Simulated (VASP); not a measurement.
Level of theory: PBE GGA, VASP's PBE PAW potentials (set 64) (plane waves; VASP).

VASP ran on this input.

### POSCAR
```
TaZn2
1
    0.0000000000     3.7116810000     3.7116810000
    3.7116810000     0.0000000000     3.7116810000
    3.7116810000     3.7116810000     0.0000000000
Zn Ta
4 2
Direct
  0.1250000000   0.1250000000   0.1250000000
  0.6250000000   0.1250000000   0.1250000000
  0.1250000000   0.6250000000   0.1250000000
  0.1250000000   0.1250000000   0.6250000000
  0.7500000000   0.7500000000   0.7500000000
  0.5000000000   0.5000000000   0.5000000000
```

**INCAR**
```
SYSTEM = TaZn2
PREC = Accurate
ENCUT = 300
EDIFF = 1E-8
NELM = 100
ALGO = Normal
LREAL = .FALSE.
LASPH = .TRUE.
ISMEAR = -1
SIGMA = 0.1
GGA = PE
LMAXMIX = 6
LWAVE = .FALSE.
LCHARG = .FALSE.
ISIF = 2
LEPSILON = .FALSE.
IBRION = 8
NSW = 1
```

File KPOINTS:
```
Automatic mesh
0
Gamma
5 5 5
0 0 0
```

POTCAR, in this order: Zn Ta_pv (PBE.64 set). Program: vasp_std.

Task: What will the output report for the number of irreducible k-points (NKPTS), largest plane-wave count, number of space-group operations, FFT grid (NGX, NGY, NGZ)?

Result: 
```
Item                                           Value
--------------------------------------  ------------
number of irreducible k-points (NKPTS)            10
largest plane-wave count                        1243
number of space-group operations                  48
FFT grid (NGX, NGY, NGZ)                30 × 30 × 30
```

The structure was generated: TaZn2 was put into an ordered model structure, which need not be its known phase. The cell was not relaxed at this level. The run is one of a series of settings (EDIFF = 1E-8, IBRION = 8, LEPSILON = .FALSE., NSW = 1 against the base run), some of them coarse on purpose.
